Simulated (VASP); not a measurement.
# CaSe (rock salt): computed properties

Computed with PBEsol GGA, VASP's PBE PAW potentials (set 64) (plane waves; VASP).

| Quantity | Value |
|---|---|
| space group | Fm-3m (225) |
| cell | a = b = c = 5.8755 Å, α = β = γ = 90.00° |
| volume per atom | 25.35 Å³/atom |
| band gap (over mesh and band path) | 1.88 eV |
| smallest direct gap (over mesh and band path) | 2.84 eV |
| band-edge character | indirect, Γ to X |
| density | 3.90 g/cm³ |

CaSe is taken in the cubic space group Fm-3m (No. 225), the rock salt structure, Pearson symbol cF8. Conventional cell: a = 5.8755 Å, b = 5.8755 Å, c = 5.8755 Å, α = 90.00°, β = 90.00°, γ = 90.00°. Ca on 4a is surrounded by 6 Se at 2.938 Å (octahedral). Se on 4b sees 6 Ca at 2.938 Å (octahedral). (Neighbours: up to the widest gap in distance over summed covalent radii, below 1.35, at either atom; cation-cation and far metal-metal contacts left out.)
(The calculation used a cell of 2 atoms; values per cell refer to that cell.)

Measured: gap 3.85 eV (computed value off by -1.97 eV), as given by Abedi et al., (2022), arXiv:2211.14644; a 5.916 Å (computed value off by -0.7 %), as given by M J Lucero et al., Journal of Physics Condensed Matter (2012), arXiv:1111.4515. The calculation is for a static lattice, while the measured a holds thermal and zero-point effects, which are part of the difference.

The compound is CaSe in the rock salt structure. It was relaxed first. Symmetry was kept, so distortions that lower it aren't found.
